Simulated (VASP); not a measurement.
Input for VASP

### POSCAR
```
SiC
1
    2.9101380000    -5.0405064126     0.0000000000
    2.9101380000     5.0405064126     0.0000000000
    0.0000000000     0.0000000000     9.5429850000
Si C
2 2
Direct
  0.6666670000   0.3333330000   0.5000000000
  0.3333330000   0.6666670000   0.0000000000
  0.6666670000   0.3333330000   0.8750000000
  0.3333330000   0.6666670000   0.3750000000
```

### KPOINTS
```
Automatic mesh
0
Gamma
4 4 2
0 0 0
```

### INCAR
```
SYSTEM = SiC
PREC = Accurate
ENCUT = 520
EDIFF = 1E-6
NELM = 100
ALGO = Normal
LREAL = .FALSE.
LASPH = .TRUE.
ISMEAR = 0
SIGMA = 0.05
GGA = PE
LWAVE = .FALSE.
LCHARG = .FALSE.
ISIF = 2
```

POTCAR, in this order: Si C (PBE.64 set). Program: vasp_std.

The resulting files:

**standard output**
```
 POSCAR found type information on POSCAR SiC
 POSCAR found :  2 types and       4 ions
 Reading from existing POTCAR
 Reading from existing POTCAR
 LDA part: xc-table for (Slater+PW92), standard interpolation
 POSCAR, INCAR and KPOINTS ok, starting setup
 WAVECAR not read
 entering main loop
       N       E                     dE             d eps       ncg     rms          rms(c)
DAV:   1     0.554872802504E+02    0.55487E+02   -0.47824E+03   192   0.921E+02
DAV:   2     0.276873797021E+01   -0.52719E+02   -0.50474E+02   244   0.127E+02
DAV:   3    -0.754679941201E+01   -0.10316E+02   -0.97046E+01   340   0.473E+01
DAV:   4    -0.820224346594E+01   -0.65544E+00   -0.58396E+00   308   0.114E+01
DAV:   5    -0.824213203441E+01   -0.39889E-01   -0.39363E-01   296   0.262E+00    0.637E+00
DAV:   6    -0.103203599978E+02   -0.20782E+01   -0.73301E+01   332   0.158E+01    0.111E+01
DAV:   7    -0.678645169369E+01    0.35339E+01   -0.22220E+01   364   0.136E+01    0.151E+00
DAV:   8    -0.693478547490E+01   -0.14833E+00   -0.57208E-01   228   0.510E+00    0.218E+00
DAV:   9    -0.683064720965E+01    0.10414E+00   -0.66542E-01   200   0.447E+00    0.601E-01
DAV:  10    -0.685527772500E+01   -0.24631E-01   -0.16061E-01   368   0.130E+00    0.128E+00
DAV:  11    -0.686891849375E+01   -0.13641E-01   -0.94370E-01   316   0.194E+00    0.132E+00
DAV:  12    -0.683607150523E+01    0.32847E-01   -0.23923E-01   376   0.142E+00    0.217E-01
DAV:  13    -0.685218105723E+01   -0.16110E-01   -0.99162E-02   356   0.857E-01    0.940E-01
DAV:  14    -0.684396844793E+01    0.82126E-02   -0.10603E-02   356   0.360E-01    0.731E-01
DAV:  15    -0.683698428332E+01    0.69842E-02   -0.21305E-02   320   0.303E-01    0.386E-01
DAV:  16    -0.683441532190E+01    0.25690E-02   -0.17098E-02   344   0.296E-01    0.637E-02
DAV:  17    -0.683441399685E+01    0.13250E-05   -0.54841E-04   336   0.116E-01    0.456E-02
DAV:  18    -0.683442447338E+01   -0.10477E-04   -0.55033E-05   328   0.323E-02    0.378E-02
DAV:  19    -0.683456305383E+01   -0.13858E-03   -0.51105E-04   312   0.449E-02    0.918E-02
DAV:  20    -0.683445785562E+01    0.10520E-03   -0.24028E-04   352   0.414E-02    0.520E-02
DAV:  21    -0.683441312261E+01    0.44733E-04   -0.21736E-04   344   0.304E-02    0.171E-02
DAV:  22    -0.683441185529E+01    0.12673E-05   -0.19684E-06   176   0.108E-02    0.162E-02
DAV:  23    -0.683441034651E+01    0.15088E-05   -0.61209E-06   284   0.603E-03    0.106E-02
DAV:  24    -0.683441009311E+01    0.25340E-06   -0.17930E-07   112   0.294E-03
   1 F= -.68344101E+01 E0= -.68296344E+01  d E =-.955132E-02
```

OUTCAR:
```
------------------------ aborting loop because EDIFF is reached ----------------------------------------
  FORCE on cell =-STRESS in cart. coord.  units (eV):
  Direction    XX          YY          ZZ          XY          YZ          ZX
  --------------------------------------------------------------------------------------
  Total       -8.2809364     -8.2809349     -8.2268659      0.0000000     -0.0000000      0.0000000
  in kB      -47.3901453    -47.3901367    -47.0807108      0.0000000     -0.0000000      0.0000000
  external PRESSURE =     -47.2869976 kB  Pullay stress =       0.0000000 kB
  volume of cell :      279.96
      direct lattice vectors                 reciprocal lattice vectors
     2.910138000 -5.040506413  0.000000000     0.171813158 -0.099196382  0.000000000
     2.910138000  5.040506413  0.000000000     0.171813158  0.099196382  0.000000000
     0.000000000  0.000000000  9.542985000     0.000000000  0.000000000  0.104789015
  FREE ENERGIE OF THE ION-ELECTRON SYSTEM (eV)
  ---------------------------------------------------
  free  energy   TOTEN  =        -6.8344100931 eV

  energy  without entropy=       -6.8248587683  energy(sigma->0) =       -6.82963443
```
(Selected blocks of OUTCAR.)

Q: Read input and log: which fault does this run have?
(A) simple mixing (IMIX = 1) with AMIX above 1 overshoots
(B) ENCUT is too low for a cell relaxation, so Pulay stress biases the volume
(C) the lattice vectors form a left-handed set
(D) the lattice was typed in bohr, and VASP reads ångström

A: D, the lattice was typed in bohr, and VASP reads ångström. The run ends without an error. Against the sound run, the energy per atom (σ→0) rises by 5.816 eV/atom; the pressure decreases by 7.42 GPa; the band gap falls by 2.25 eV; the volume rises by 570 %.

To mend it, correct POSCAR, correct KPOINTS.
### POSCAR
```
SiC
1
    1.5400000000    -2.6673580000     0.0000000000
    1.5400000000     2.6673580000     0.0000000000
    0.0000000000     0.0000000000     5.0500000000
Si C
2 2
Direct
  0.6666670000   0.3333330000   0.5000000000
  0.3333330000   0.6666670000   0.0000000000
  0.6666670000   0.3333330000   0.8750000000
  0.3333330000   0.6666670000   0.3750000000
```
### KPOINTS
```
Automatic mesh
0
Gamma
6 6 4
0 0 0
```
The mended run (PBE GGA, plane waves, VASP's PBE PAW potentials (set 64)) converges, and its OSZICAR ends with
```
   1 F= -.30094950E+02 E0= -.30094950E+02  d E =-.109372E-11
```

The compound is SiC in the wurtzite structure, the rare 2H polytype. The cell was not relaxed at this level.
